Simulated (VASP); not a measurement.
```
CELL_PARAMETERS angstrom
      1.60500    -2.77994     0.00000
      1.60500     2.77994     0.00000
      0.00000     0.00000     5.21000
ATOMIC_POSITIONS crystal
  Mg 0.33333 0.66667 0.25000
  Mg 0.66667 0.33333 0.75000
```

Level of theory: r2SCAN+rVV10, VASP's PBE PAW potentials (set 64) (plane waves; VASP 6.6.1). Numerical set-up: 520 eV cut-off, 12×12×7 Γ-centred mesh, first-order Methfessel-Paxton smearing of 0.10 eV, potentials Mg.

Energy and stress use the plane-wave basis of the starting cell.

Task: The ions, cell shape and volume are relaxed. What does this cell relax into?

Result: 
```
CELL_PARAMETERS angstrom
      1.59017    -2.75426     0.00000
      1.59017     2.75426     0.00000
      0.00000     0.00000     5.09218
ATOMIC_POSITIONS crystal
  Mg 0.33333 0.66667 0.25000
  Mg 0.66667 0.33333 0.75000
```
Space group P6_3/mmc (194), at a tolerance of 0.03 Å.

Task: How do energy and volume change from the first to the last step?

Result: The energy (σ→0) changes by -5.5 meV/atom and the volume by -4.1 %, in 6 ionic steps.

```
step  E(σ→0) (eV)  max force (eV/Å)  pressure (GPa)  volume (Å³)
----  -----------  ----------------  --------------  -----------
1         -8.0500             0.000           -1.60        46.49
2         -8.0604             0.000           -0.34        44.95
3         -8.0609             0.000            0.00        44.57
4         -8.0609             0.000            0.04        44.54
5         -8.0609             0.000            0.02        44.56
6         -8.0609             0.000           -0.02        44.60
```

The compound is Mg in the hcp structure. This run relaxes it. Symmetry was kept, so distortions that lower it aren't found.
